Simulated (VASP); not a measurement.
# LiSi16 (a cell with a defect) in VASP: a series of runs

The runs below take LiSi16 (a cell with a defect) through single point, with PBEsol.

Program: VASP 6.6.1. These are calculated values, not measurements. Logs are shortened: lines on timing, memory, paths and dates and some standing lists are left out, and cuts for length are marked.

### 1 The crystal as given

The cell holds a defect, 17 atoms: a = 7.675 Å, b = 7.675 Å, c = 7.675 Å, α = 60.00°, β = 60.00°, γ = 60.00°.

### 2 Single point, PBEsol

INCAR reads:

```
SYSTEM = LiSi16
PREC = Accurate ; ENCUT = 520
EDIFF = 1E-7 ; ISMEAR = 0
SIGMA = 0.05 ; LREAL = Auto
LASPH = .True. ; NELM = 100
ALGO = Fast ; ISIF = 2
LWAVE = .False. ; LCHARG = .False.
GGA = PS ; NELECT = 66.0
NBANDS = 48
```

KPOINTS reads:

```
regular mesh
0
Gamma
  2 2 2
  0 0 0
```

POSCAR reads:

```
LiSi16
1.0
    0.0000000000      5.4271200000      5.4271200000
    5.4271200000      0.0000000000      5.4271200000
    5.4271200000      5.4271200000      0.0000000000
Si Li
16 1
Direct
    0.3728918716      0.3727094743      0.3817276084
    0.2482611572      0.2481089100      0.2518778617
    0.3729861446      0.3727970997      0.8728140104
    0.2508983144      0.2497410253      0.7498344495
    0.3773988385      0.8742101445      0.3742342441
    0.2482300446      0.7518377635      0.2518754895
    0.3729207688      0.8816290456      0.8727526994
    0.2482748892      0.7518403043      0.7481325448
    0.8743862553      0.3775459481      0.3740705821
    0.7523080929      0.2479041124      0.2519040486
    0.8828505195      0.3723894842      0.8724032536
    0.7523130824      0.2479460960      0.7479556847
    0.8743590619      0.8740225625      0.3740451273
    0.7499054663      0.7500273514      0.2500173023
    0.8743986118      0.8740590447      0.8775340393
    0.7523093529      0.7518679614      0.7479262620
    0.5024557281      0.4992743722     -0.0004989077
```

Potentials or basis: VASP PAW PBE potentials, release 64 (Si, Li_sv).

On the command line:

```sh
cat potpaw_PBE.64/Si/POTCAR potpaw_PBE.64/Li_sv/POTCAR > POTCAR
mpirun -np 1 vasp_std > vasp.out
```

OUTCAR:

```text
SYSTEM = LiSi16
   PREC = Accurate
   ENCUT = 520
   EDIFF = 1E-7
   ISMEAR = 0
   LREAL = Auto
   LASPH = .True.
   NELM = 100
   ISIF = 2
   GGA = PS
   NELECT = 66.0

 ion  position               nearest neighbor table
   1  0.373  0.373  0.382-   4 2.31   2 2.38   6 2.38  10 2.38  17 2.40
   2  0.248  0.248  0.252-   9 2.34   5 2.34   3 2.38   1 2.38  17 2.74
   3  0.373  0.373  0.873-   4 2.31   8 2.38   2 2.38  12 2.38  17 2.40
   4  0.251  0.250  0.750-  11 2.31   1 2.31   7 2.31   3 2.31
   5  0.377  0.874  0.374-  14 2.33   8 2.34   2 2.34   6 2.34
   6  0.248  0.752  0.252-  13 2.34   5 2.34   7 2.38   1 2.38  17 2.74
   7  0.373  0.882  0.873-   4 2.31   8 2.38   6 2.38  16 2.38  17 2.40
   8  0.248  0.752  0.748-  15 2.34   5 2.34   3 2.38   7 2.38  17 2.74
   9  0.874  0.378  0.374-  14 2.33   2 2.34  12 2.34  10 2.34
  10  0.752  0.248  0.252-  13 2.34   9 2.34   1 2.38  11 2.38  17 2.73
  11  0.883  0.372  0.872-   4 2.31  12 2.38  16 2.38  10 2.38  17 2.38
  12  0.752  0.248  0.748-   9 2.34  15 2.34   3 2.38  11 2.38  17 2.73
  13  0.874  0.874  0.374-  14 2.33   6 2.34  16 2.34  10 2.34
  14  0.750  0.750  0.250-  13 2.33   9 2.33  15 2.33   5 2.33
  15  0.874  0.874  0.878-  14 2.33   8 2.34  12 2.34  16 2.34
  16  0.752  0.752  0.748-  13 2.34  15 2.34   7 2.38  11 2.38  17 2.73
  17  0.502  0.499  1.000-  11 2.38   1 2.40   7 2.40   3 2.40  10 2.73  16 2.73  12 2.73   6 2.74
                             2 2.74   8 2.74

  LATTYP: Found a face centered cubic cell.
 ALAT       =    10.8542400000

  Lattice vectors:

 A1 = (   0.0000000000,   5.4271200000,   5.4271200000)
 A2 = (   5.4271200000,   0.0000000000,   5.4271200000)
 A3 = (   5.4271200000,   5.4271200000,   0.0000000000)

Analysis of symmetry for initial positions (statically):
=====================================================================
 Subroutine PRICEL returns:
 Original cell was already a primitive cell.

 Routine SETGRP: Setting up the symmetry group for a
 face centered cubic supercell.

 Subroutine GETGRP returns: Found  1 space group operations
 (whereof  1 operations were pure point group operations)
 out of a pool of 48 trial point group operations.

The static configuration has the point symmetry C_1 .

Analysis of symmetry for dynamics (positions and initial velocities):
=====================================================================
 Subroutine PRICEL returns:
 Original cell was already a primitive cell.

 Routine SETGRP: Setting up the symmetry group for a
 face centered cubic supercell.

 Subroutine GETGRP returns: Found  1 space group operations
 (whereof  1 operations were pure point group operations)
 out of a pool of 48 trial point group operations.

The dynamic configuration has the point symmetry C_1 .

 Subroutine INISYM returns: Found  1 space group operations
 (whereof  1 operations are pure point group operations),
 and found     1 'primitive' translations

----------------------------------------------------------------------------------------

                                     Primitive cell

  volume of cell :     319.6968

  direct lattice vectors                    reciprocal lattice vectors
     0.000000000  5.427120000  5.427120000    -0.092129896  0.092129896  0.092129896
     5.427120000  0.000000000  5.427120000     0.092129896 -0.092129896  0.092129896
     5.427120000  5.427120000  0.000000000     0.092129896  0.092129896 -0.092129896

  length of vectors
     7.675106709  7.675106709  7.675106709     0.159573660  0.159573660  0.159573660

  position of ions in fractional coordinates (direct lattice)
     0.372891872  0.372709474  0.381727608
     0.248261157  0.248108910  0.251877862
     0.372986145  0.372797100  0.872814010
     0.250898314  0.249741025  0.749834449
     0.377398838  0.874210144  0.374234244
     0.248230045  0.751837763  0.251875490
[... 9 lines left out ...]
     0.752309353  0.751867961  0.747926262
     0.502455728  0.499274372  0.999501092

  ion indices of the primitive-cell ions
   primitive index   ion index
                 1           1
                 2           2
                 3           3
                 4           4
                 5           5
                 6           6
[... 9 lines left out ...]
                16          16
                17          17

----------------------------------------------------------------------------------------

 KPOINTS: regular mesh

Automatic generation of k-mesh.
 Grid dimensions read from file:
 generate k-points for:    2    2    2

 Generating k-lattice:

  Cartesian coordinates                     Fractional coordinates (reciprocal lattice)
    -0.046064948  0.046064948  0.046064948     0.500000000  0.000000000  0.000000000
     0.046064948 -0.046064948  0.046064948     0.000000000  0.500000000  0.000000000
     0.046064948  0.046064948 -0.046064948     0.000000000  0.000000000  0.500000000

  Length of vectors
     0.079786830  0.079786830  0.079786830

  Shift w.r.t. Gamma in fractional coordinates (k-lattice)
     0.000000000  0.000000000  0.000000000

 Subroutine IBZKPT returns following result:
 ===========================================

 Found      8 irreducible k-points:

 Following reciprocal coordinates:
            Coordinates               Weight
  0.000000  0.000000  0.000000      1.000000
  0.500000  0.000000  0.000000      1.000000
  0.000000  0.500000  0.000000      1.000000
  0.000000  0.000000  0.500000      1.000000
  0.500000  0.500000  0.500000      1.000000
  0.500000  0.500000  0.000000      1.000000
  0.000000  0.500000  0.500000      1.000000
  0.500000  0.000000  0.500000      1.000000
   k-points           NKPTS =      8   k-points in BZ     NKDIM =      8   number of bands    NBANDS=     48
   number of dos      NEDOS =    301   number of ions     NIONS =     17
   total plane-waves  NPLWV = 216000
   dimension x,y,z NGX =    60 NGY =   60 NGZ =   60
   dimension x,y,z NGXF=   120 NGYF=  120 NGZF=  120
   ions per type =              16   1
   NGX,Y,Z   is equivalent  to a cutoff of  13.00, 13.00, 13.00 a.u.
   NGXF,Y,Z  is equivalent  to a cutoff of  25.99, 25.99, 25.99 a.u.
 SYSTEM =  LiSi16
   PREC   = accura    normal or accurate (medium, high low for compatibility)
   ISTART =      0    job   : 0-new  1-cont  2-samecut
   ICHARG =      2    charge: 1-file 2-atom 10-const
   ISPIN  =      1    spin polarized calculation?
   LNONCOLLINEAR =      F non collinear calculations
   LSORBIT =      F    spin-orbit coupling
   LASPH  =      T    aspherical Exc in radial PAW
   ENCUT  =  520.0 eV  38.22 Ry    6.18 a.u.  14.27 14.27 14.27*2*pi/ulx,y,z
   NELM   =    100;   NELMIN=  2; NELMDL= -5     # of ELM steps
   EDIFF  = 0.1E-06   stopping-criterion for ELM
   LREAL  =      T    real-space projection
   EDIFFG = 0.1E-05   stopping-criterion for IOM
   NSW    =      0    number of steps for IOM
   IBRION =     -1    ionic relax: 0-MD 1-quasi-New 2-CG
   NFREE  =      0    steps in history (QN), initial steepest desc. (CG)
   ISIF   =      2    stress and relaxation
   ISYM   =      2    0-nonsym 1-usesym 2-fastsym
   POTIM  = 0.5000    time-step for ionic-motion
   TEBEG  =    0.0;   TEEND  =   0.0 temperature during run
   PSTRESS=    0.0 pullay stress
   NELECT =      66.0000    total number of electrons
   NUPDOWN=      -1.0000    fix difference up-down
   EMIN   =  10.00;   EMAX   =-10.00  energy-range for DOS
   EFERMI =   0.00;   METHOD = LEGACY
   ISMEAR =     0;   SIGMA  =   0.05  broadening in eV -4-tet -1-fermi 0-gaus
   EFERMI_NEDOS =   21; number of points for ismear=-14 and -15
   IALGO  =     68    algorithm
   IMIX   =      4    mixing-type and parameters
     AMIX     =   0.40;   BMIX     =  1.00
     AMIX_MAG =   1.60;   BMIX_MAG =  1.00
  volume/ion in A,a.u.               =      18.81       126.91
  Fermi-wavevector in a.u.,A,eV,Ry     =   0.967557  1.828418 12.737329  0.936167
  Thomas-Fermi vector in A             =   2.097453
   LORBIT       =      0    0 simple, 1 ext, 2 COOP (PROOUT), +10 PAW based schemes
   GGA     = PS    functional components
   LHFCALC =     F    Hartree Fock is set to
   AEXX    =    0.0000 exact exchange contribution
   IVDW    =     0    specifies the selected vdW correction
   LEPSILON=     F    determine dielectric tensor
   LRPA    =     F    only Hartree local field effects (RPA)
 non-spin polarized calculation
 RMM-DIIS sequential band-by-band and
 Gauss-broadening in eV      SIGMA  =   0.05
  energy-cutoff  :      520.00
  volume of cell :      319.70
 maximum number of plane-waves:      8646
 NGX is ok and might be reduce to    60
   NGX = 29   NGY = 29   NGZ = 29

 number of electron      65.9999999 magnetization

 Free energy of the ion-electron system (eV)
  ---------------------------------------------------
  ext. energy  EPLUGINS =         0.00000000
  ---------------------------------------------------
  free energy    TOTEN  =       -98.76664276 eV

  energy without entropy =      -98.76664276  energy(sigma->0) =      -98.76664276

 E-fermi :   6.2765     XC(G=0):  -9.5915

 val. band max:        6.0239036643   @ k =   0.0000   0.0000   0.0000
 cond. band min:       6.5360212742   @ k =   0.0000   0.0000   0.0000
 fundamental gap:      0.5121176098
 Fermi energy:         6.2764550395

 k-point     1 :       0.0000    0.0000    0.0000
  band No.  band energies     occupation
      1     -39.7344      2.00000
      2      -5.9855      2.00000
      3      -3.7125      2.00000
      4      -3.6519      2.00000
      5      -3.6519      2.00000
      6      -3.6519      2.00000
[... 37 lines left out ...]
     44       8.2735      0.00000
     45       8.2802      0.00000

 k-point     2 :       0.5000    0.0000    0.0000
  band No.  band energies     occupation
      1     -39.7344      2.00000
      2      -5.2548      2.00000
      3      -5.1258      2.00000
      4      -3.3963      2.00000
      5      -3.3571      2.00000
      6      -3.3570      2.00000
[... 280 lines left out ...]
 k-point     8 :       0.5000    0.0000    0.5000
  band No.  band energies     occupation
      1     -39.7344      2.00000
      2      -4.9641      2.00000
      3      -4.8706      2.00000
      4      -3.9778      2.00000
      5      -3.9453      2.00000
      6      -3.9453      2.00000
[... 37 lines left out ...]
     44      10.2162      0.00000
     45      10.3046      0.00000
 [bands above 45 left out]

------------------------ aborting loop because EDIFF is reached ----------------------------------------

  FORCE on cell =-STRESS in cart. coord.  units (eV):
  Direction    XX          YY          ZZ          XY          YZ          ZX
  --------------------------------------------------------------------------------------
  -------------------------------------------------------------------------------------
  Total       -4.2190660     -4.2201494     -4.2205543     -0.0196193      0.0154531     -0.0220305
  in kB      -21.1440720    -21.1495017    -21.1515306     -0.0983230      0.0774440     -0.1104071
  external PRESSURE =     -21.1483681 kB  Pullay stress =       0.0000000 kB

 VOLUME and BASIS-vectors are now :
 -----------------------------------------------------------------------------
  energy-cutoff  :      520.00
  volume of cell :      319.70
      direct lattice vectors                 reciprocal lattice vectors
     0.000000000  5.427120000  5.427120000    -0.092129896  0.092129896  0.092129896
     5.427120000  0.000000000  5.427120000     0.092129896 -0.092129896  0.092129896
     5.427120000  5.427120000  0.000000000     0.092129896  0.092129896 -0.092129896

 POSITION                                       TOTAL-FORCE (eV/Angst)
 -----------------------------------------------------------------------------------
      4.09442      4.09541      4.04647        -0.000000      0.012171      0.001993
      2.71349      2.71431      2.69386         0.001128      0.000578     -0.002196
      6.76008      6.76111      4.04746        -0.012263      0.000803     -0.000232
      5.42482      5.43110      2.71703         0.001792     -0.003077     -0.002787
      6.77546      4.07920      6.79263         0.004538     -0.005123     -0.004794
      5.44727      2.71413      5.42749         0.001105      0.000102     -0.000549
[... 9 lines left out ...]
      8.13956      8.14196      8.16335        -0.004182      0.004277     -0.002767
      8.13403      8.15130      5.43651         0.017428     -0.024723     -0.022050
 -----------------------------------------------------------------------------------
    total drift:                               -0.000926     -0.001757     -0.001157

  FREE ENERGIE OF THE ION-ELECTRON SYSTEM (eV)
  ---------------------------------------------------
  free  energy   TOTEN  =       -98.7666427627 eV

  energy  without entropy=      -98.7666427627  energy(sigma->0) =      -98.76664276
```

Wall time 3.1 min (1 thread of Intel Xeon 6975P-C (Granite Rapids), shared host); peak memory 0.49 GiB.

What came out:

- Free energy: -98.7666 eV
- Largest force: 0.037 eV/Å
- Band gap on the k mesh: 0.51 eV, direct

Forces in eV/Å, atoms in the order of the input:
```
Si   0.000  0.012  0.002
Si   0.001  0.001 -0.002
Si  -0.012  0.001  0.000
Si   0.002 -0.003 -0.003
Si   0.005 -0.005 -0.005
Si   0.001  0.000 -0.001
Si   0.001  0.002  0.012
Si   0.001 -0.002  0.000
Si  -0.006  0.006 -0.010
Si  -0.004 -0.003  0.004
Si  -0.007  0.010  0.009
Si   0.002  0.005  0.005
Si   0.010  0.007  0.007
Si  -0.001  0.001  0.001
Si  -0.006 -0.010  0.005
Si  -0.004  0.004 -0.003
Li   0.017 -0.025 -0.022
```

Levels at points of the mesh, in eV from the valence-band top:
```tsv
k point	band 29	band 30	band 31	band 32	band 33	band 34	band 35	band 36	band 37	band 38
(0.00, 0.00, 0.00)	-1.14	-1.14	0.00	0.00	0.00	0.51	0.51	0.51	0.58	0.58
(0.50, 0.00, 0.00)	-2.13	-0.83	-0.83	-0.73	-0.73	1.09	1.29	1.29	1.48	1.48
(0.00, 0.50, 0.00)	-2.13	-0.82	-0.82	-0.74	-0.74	1.10	1.28	1.29	1.48	1.48
(0.00, 0.00, 0.50)	-2.13	-0.83	-0.82	-0.74	-0.74	1.10	1.28	1.29	1.48	1.48
(0.50, 0.50, 0.50)	-2.13	-0.82	-0.82	-0.74	-0.74	1.10	1.28	1.29	1.48	1.48
(0.50, 0.50, 0.00)	-1.93	-1.38	-1.38	-1.33	-1.29	0.96	1.04	2.10	2.22	2.22
(0.00, 0.50, 0.50)	-1.93	-1.38	-1.38	-1.33	-1.29	0.96	1.04	2.10	2.22	2.22
(0.50, 0.00, 0.50)	-1.93	-1.38	-1.38	-1.33	-1.29	0.96	1.04	2.10	2.22	2.22
```

Caveat: the k mesh is coarse (spacing up to 0.50 Å⁻¹), so the values aren't converged; the cell carries a net charge on a neutralising background, which shifts energy and pressure; the cell is charged against a uniform background, so pressure and absolute levels hang on convention; the cutoff is under 1.25 times the usual one of these potentials, so pressure, stress and relaxed cells hold a basis-set (Pulay) error; the PAW data sets were made with another functional, which shifts forces and pressure a little. A hybrid or GW would open this gap; PBEsol tends to underestimate it.

### 3 Single point, PBEsol

INCAR reads:

```
PREC = Accurate ; ENCUT = 520
EDIFF = 1E-6 ; ISMEAR = 0
SIGMA = 0.05 ; LREAL = Auto
LASPH = True ; NELM = 100
ALGO = Fast ; ISIF = 2
LWAVE = False ; LCHARG = True
GGA = PS ; LELF = True
LVHAR = True ; NELECT = 66.0
NBANDS = 48
```

KPOINTS reads:

```
regular mesh
0
Gamma
  2 2 2
```

POSCAR reads:

```
LiSi16
1.0
    0.0000000000      5.4271200000      5.4271200000
    5.4271200000      0.0000000000      5.4271200000
    5.4271200000      5.4271200000      0.0000000000
Si Li
16 1
Direct
    0.3768313774      0.3731114930      0.3776107342
    0.2521461712      0.2431398018      0.2529997300
    0.3767851264      0.3730652245      0.8737563600
    0.2474329601      0.2508530406      0.7514650879
    0.3748159650      0.8750461118      0.3758164639
    0.2521808721      0.7523766959      0.2530191212
    0.3768149704      0.8769971973      0.8737679711
    0.2521112739      0.7523120599      0.7438993915
    0.8728854549      0.3730951822      0.3775967118
    0.7506837114      0.2508700415      0.2481715920
    0.8748630446      0.3750353478      0.8756029698
    0.7506434005      0.2508347854      0.7514531369
    0.8729118823      0.8770181246      0.3776144444
    0.7429123957      0.7523550242      0.2530060687
    0.8728607794      0.8769767544      0.8737599613
    0.7506700511      0.7476052343      0.7514676786
    0.1248113335      0.6250512308      0.1258484067
```

Potentials or basis: VASP PAW PBE potentials, release 64 (Si, Li_sv).

On the command line:

```sh
cat potpaw_PBE.64/Si/POTCAR potpaw_PBE.64/Li_sv/POTCAR > POTCAR
mpirun -np 1 vasp_std > vasp.out
```

Run time: 2.8 min. Hardware: 1 thread of Intel Xeon 6975P-C (Granite Rapids), shared host; peak memory 0.49 GiB.

Results (log left out):

| Quantity | Value |
| --- | --- |
| Free energy | -98.7668 eV |
| Largest force | 0.008 eV/Å |
| Band gap on the k mesh | 0.51 eV, direct |

Forces in eV/Å, atoms in the order of the input:
```
Si   0.001  0.001 -0.001
Si  -0.004  0.005 -0.005
Si   0.001  0.000  0.001
Si  -0.001  0.001  0.001
Si  -0.004 -0.003  0.000
Si   0.005  0.004  0.003
Si   0.000  0.000  0.000
Si  -0.004 -0.005  0.005
Si   0.001  0.001  0.000
Si   0.001  0.001  0.000
Si  -0.002 -0.002  0.000
Si  -0.001 -0.001  0.000
Si   0.002  0.001  0.000
Si   0.004 -0.004 -0.004
Si   0.000  0.001  0.001
Si   0.001  0.000  0.001
Li  -0.001  0.000  0.000
```

Levels at points of the mesh, in eV from the valence-band top:
```
           k point  band 30  band 31  band 32  band 33  band 34  band 35  band 36  band 37
(0.00, 0.00, 0.00)    -1.14     0.00     0.00     0.00     0.51     0.51     0.51     0.58
(0.50, 0.00, 0.00)    -0.82    -0.82    -0.73    -0.73     1.10     1.29     1.29     1.48
(0.00, 0.50, 0.00)    -0.82    -0.82    -0.73    -0.73     1.10     1.29     1.29     1.48
(0.00, 0.00, 0.50)    -0.82    -0.82    -0.73    -0.73     1.10     1.29     1.29     1.48
(0.50, 0.50, 0.50)    -0.82    -0.82    -0.73    -0.73     1.10     1.29     1.29     1.48
(0.50, 0.50, 0.00)    -1.37    -1.37    -1.33    -1.28     0.97     1.04     2.10     2.22
(0.00, 0.50, 0.50)    -1.37    -1.37    -1.33    -1.28     0.97     1.04     2.10     2.22
(0.50, 0.00, 0.50)    -1.37    -1.37    -1.33    -1.28     0.97     1.04     2.10     2.22
```

Caveat: the k mesh is coarse (spacing up to 0.50 Å⁻¹), so the values aren't converged; the cell carries a net charge on a neutralising background, which shifts energy and pressure; the cell is charged against a uniform background, so pressure and absolute levels hang on convention; the cutoff is under 1.25 times the usual one of these potentials, so pressure, stress and relaxed cells hold a basis-set (Pulay) error; the PAW data sets were made with another functional, which shifts forces and pressure a little. Expect the measured gap to be larger: semilocal functionals such as PBEsol lack the derivative discontinuity.
